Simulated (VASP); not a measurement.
Output of a VASP run:

OUTCAR:
```
 ion  position               nearest neighbor table
   1  0.000  0.000  0.000-   4 2.04   5 2.04   4 2.04   5 2.04   3 2.07   6 2.07
   2  0.500  0.500  0.500-   3 2.04   6 2.04   3 2.04   6 2.04   5 2.07   4 2.07
   3  0.305  0.305  0.000-   2 2.04   2 2.04   1 2.07
   4  0.805  0.195  0.500-   1 2.04   1 2.04   2 2.07
   5  0.195  0.805  0.500-   1 2.04   1 2.04   2 2.07
   6  0.695  0.695  0.000-   2 2.04   2 2.04   1 2.07
  LATTYP: Found a simple tetragonal cell.
 ALAT       =     4.8042580000
 C/A-ratio  =     0.6440051721
 Subroutine PRICEL returns:
 Original cell was already a primitive cell.
 Subroutine GETGRP returns: Found 16 space group operations
The static configuration has the point symmetry D_2h.
 The point group associated with its full space group is D_4h.
The dynamic configuration has the point symmetry D_2h.
The overall configuration has the point symmetry D_2h.
 Subroutine INISYM returns: Found 16 space group operations
 Subroutine IBZKPT returns following result:
 Found      9 irreducible k-points:

 Following reciprocal coordinates:
            Coordinates               Weight
  0.000000  0.000000  0.000000      1.000000
  0.333333  0.000000  0.000000      4.000000
  0.333333  0.333333  0.000000      4.000000
  0.000000  0.000000  0.200000      2.000000
  0.333333  0.000000  0.200000      8.000000
  0.333333  0.333333  0.200000      8.000000
  0.000000  0.000000  0.400000      2.000000
  0.333333  0.000000  0.400000      8.000000
  0.333333  0.333333  0.400000      8.000000
   k-points           NKPTS =      9   k-points in BZ     NKDIM =      9   number of bands    NBANDS=     36
   number of dos      NEDOS =    301   number of ions     NIONS =      6
   total plane-waves  NPLWV =  20480
   dimension x,y,z NGX =    32 NGY =   32 NGZ =   20
   dimension x,y,z NGXF=    64 NGYF=   64 NGZF=   40
   ions per type =               2   4
   PREC   = accura    normal or accurate (medium, high low for compatibility)
   ISTART =      0    job   : 0-new  1-cont  2-samecut
   ICHARG =      2    charge: 1-file 2-atom 10-const
   ISPIN  =      2    spin polarized calculation?
   LNONCOLLINEAR =      F non collinear calculations
   LSORBIT =      F    spin-orbit coupling
   INIWAV =      1    electr: 0-lowe 1-rand  2-diag
   ENCUT  =  400.0 eV  29.40 Ry    5.42 a.u.   7.83  7.83  5.05*2*pi/ulx,y,z
   NELM   =    100;   NELMIN=  2; NELMDL= -5     # of ELM steps
   EDIFF  = 0.1E-05   stopping-criterion for ELM
   LREAL  =      F    real-space projection
   NLSPLINE    = F    spline interpolate recip. space projectors
   LMAXMIX     =    4 max onsite mixed and CHGCAR
   VOSKOWN=      0    Vosko Wilk Nusair interpolation
   EDIFFG = 0.1E-04   stopping-criterion for IOM
   NSW    =      0    number of steps for IOM
   NBLOCK =      1;   KBLOCK =      1    inner block; outer block
   IBRION =     -1    ionic relax: 0-MD 1-quasi-New 2-CG
   NFREE  =      0    steps in history (QN), initial steepest desc. (CG)
   ISIF   =      2    stress and relaxation
   ISYM   =      2    0-nonsym 1-usesym 2-fastsym
   TEIN   =    0.0    initial temperature
   TEBEG  =    0.0;   TEEND  =   0.0 temperature during run
   SMASS  =  -3.00    Nose mass-parameter (am)
   PSTRESS=    0.0 pullay stress
   NELECT =      54.0000    total number of electrons
   EFERMI =   0.00;   METHOD = LEGACY
   ISMEAR =    -1;   SIGMA  =   0.10  broadening in eV -4-tet -1-fermi 0-gaus
   IALGO  =     38    algorithm
   LDIAG  =      T    sub-space diagonalisation (order eigenvalues)
   IMIX   =      4    mixing-type and parameters
     AMIX     =   0.40;   BMIX     =  1.00
     AMIX_MAG =   1.60;   BMIX_MAG =  1.00
     AMIN     =   0.10
   GGA     = CA    functional components
   VOSKOWN =     0    Vosko Wilk Nusair interpolation
   LHFCALC =     F    Hartree Fock is set to
   LHFONE  =     F    Hartree Fock one center treatment
   AEXX    =    0.0000 exact exchange contribution
   IVDW    =     0    specifies the selected vdW correction
   LEPSILON=     F    determine dielectric tensor
   LRPA    =     F    only Hartree local field effects (RPA)
...
```

OSZICAR:
```
       N       E                     dE             d eps       ncg     rms          rms(c)
DAV:   1     0.604219861399E+03    0.60422E+03   -0.26991E+04  1368   0.146E+03
DAV:   2     0.929559889908E+01   -0.59492E+03   -0.56152E+03  1380   0.454E+02
DAV:   3    -0.437776541716E+02   -0.53073E+02   -0.52340E+02  1412   0.149E+02
DAV:   4    -0.446609717884E+02   -0.88332E+00   -0.88060E+00  1396   0.210E+01
DAV:   5    -0.446719901065E+02   -0.11018E-01   -0.11016E-01  1412   0.245E+00    0.253E+01
DAV:   6    -0.417562673930E+02    0.29157E+01   -0.16844E+01  1576   0.331E+01    0.192E+01
DAV:   7    -0.417238167626E+02    0.32451E-01   -0.13607E+00  1352   0.104E+01    0.128E+01
DAV:   8    -0.416658878914E+02    0.57929E-01   -0.17278E-01  1420   0.334E+00    0.595E+00
DAV:   9    -0.416890605158E+02   -0.23173E-01   -0.19526E-02  1504   0.159E+00    0.955E-01
DAV:  10    -0.416892161877E+02   -0.15567E-03   -0.11279E-02  1428   0.702E-01    0.140E-01
DAV:  11    -0.416893282379E+02   -0.11205E-03   -0.44228E-04  1380   0.170E-01    0.904E-02
DAV:  12    -0.416893505230E+02   -0.22285E-04   -0.26452E-05  1396   0.353E-02    0.269E-02
DAV:  13    -0.416893571727E+02   -0.66497E-05   -0.36453E-06  1212   0.161E-02    0.213E-02
DAV:  14    -0.416893573665E+02   -0.19379E-06   -0.10610E-06   780   0.772E-03
   1 F= -.41689357E+02 E0= -.41688063E+02  d E =-.258913E-02  mag=     9.9967
```

OUTCAR:
```
------------------------ aborting loop because EDIFF is reached ----------------------------------------
  FORCE on cell =-STRESS in cart. coord.  units (eV):
  Direction    XX          YY          ZZ          XY          YZ          ZX
  --------------------------------------------------------------------------------------
  Total       -2.6723806     -2.6723806      0.2319034     -0.0000000      0.0000000      0.0000000
  in kB      -59.9570933    -59.9570933      5.2029458     -0.0000000      0.0000000      0.0000000
  external PRESSURE =     -38.2370803 kB  Pullay stress =       0.0000000 kB
  volume of cell :       71.41
      direct lattice vectors                 reciprocal lattice vectors
     4.804258000  0.000000000  0.000000000     0.208148688  0.000000000  0.000000000
     0.000000000  4.804258000  0.000000000     0.000000000  0.208148688  0.000000000
     0.000000000  0.000000000  3.093967000     0.000000000  0.000000000  0.323209653
 POSITION                                       TOTAL-FORCE (eV/Angst)
 -----------------------------------------------------------------------------------
      0.00000      0.00000      0.00000         0.000000      0.000000     -0.000000
      2.40213      2.40213      1.54698         0.000000      0.000000     -0.000000
      1.46511      1.46511      0.00000        -0.188740     -0.188740      0.000000
      3.86724      0.93702      1.54698        -0.188740      0.188740     -0.000000
      0.93702      3.86724      1.54698         0.188740     -0.188740     -0.000000
      3.33915      3.33915      0.00000         0.188740      0.188740     -0.000000
 -----------------------------------------------------------------------------------
    total drift:                                0.000000     -0.000000     -0.000000
  FREE ENERGIE OF THE ION-ELECTRON SYSTEM (eV)
  ---------------------------------------------------
  free  energy   TOTEN  =       -41.6893573665 eV

  energy  without entropy=      -41.6867682333  energy(sigma->0) =      -41.68806280

 total charge

# of ion       s       p       d       tot
------------------------------------------
    1        0.194   6.191   5.014  11.399
    2        0.194   6.191   5.014  11.399
    3        1.761   4.380   0.000   6.141
    4        1.761   4.380   0.000   6.141
    5        1.761   4.380   0.000   6.141
    6        1.761   4.380   0.000   6.141
--------------------------------------------------
tot          7.431  29.903  10.027  47.361

 magnetization (x)

# of ion       s       p       d       tot
------------------------------------------
    1        0.021   0.020   4.487   4.529
    2        0.021   0.020   4.487   4.529
    3        0.011   0.103   0.000   0.113
    4        0.011   0.103   0.000   0.113
    5        0.011   0.103   0.000   0.113
    6        0.011   0.103   0.000   0.113
--------------------------------------------------
tot          0.085   0.450   8.975   9.511
```
(Selected blocks of OUTCAR.)

**POSCAR**
```
MnF2
1
    4.8042580000     0.0000000000     0.0000000000
    0.0000000000     4.8042580000     0.0000000000
    0.0000000000     0.0000000000     3.0939670000
Mn F
2 4
Direct
  0.0000000000   0.0000000000   0.0000000000
  0.5000000000   0.5000000000   0.5000000000
  0.3049600000   0.3049600000   0.0000000000
  0.8049600000   0.1950400000   0.5000000000
  0.1950400000   0.8049600000   0.5000000000
  0.6950400000   0.6950400000   0.0000000000
```

**Question.** Reconstruct the remaining input files.

**Answer.** One answer among several that fit: the input of the run itself, LDA (Ceperley-Alder, Perdew-Zunger), plane waves, VASP's LDA PAW potentials (set 64).

INCAR:
```
ALGO=Normal
EDIFF=1E-6
ENCUT=400
ISIF=2
ISMEAR=-1
ISPIN=2
LASPH=.True.
LCHARG=.False.
LMAXMIX=4
LORBIT=11
LREAL=.False.
LWAVE=.False.
MAGMOM=2*4.0 4*0.0
NELM=100
PREC=Accurate
SIGMA=0.1
SYSTEM=MnF2
```

File KPOINTS:
```
Automatic
0
G
3 3 5
```

POTCAR, in this order: Mn_pv F (LDA.64 set). Program: vasp_std.

At this cut-off the stress carries a Pulay error, which pulls relaxed volumes low. The moments were started parallel, and other spin orders were not tried in this run.

The structure was generated: MnF2 was put into an ordered model structure, which need not be its known phase. The cell was not relaxed at this level. The k-mesh is coarse (spacing up to 0.44 per Å, 2π included), so the numbers may not be converged in it. The run is one of a series of settings (GGA removed, POTCAR Mn_pv F (LDA.64 set) against the base run), some of them coarse on purpose.
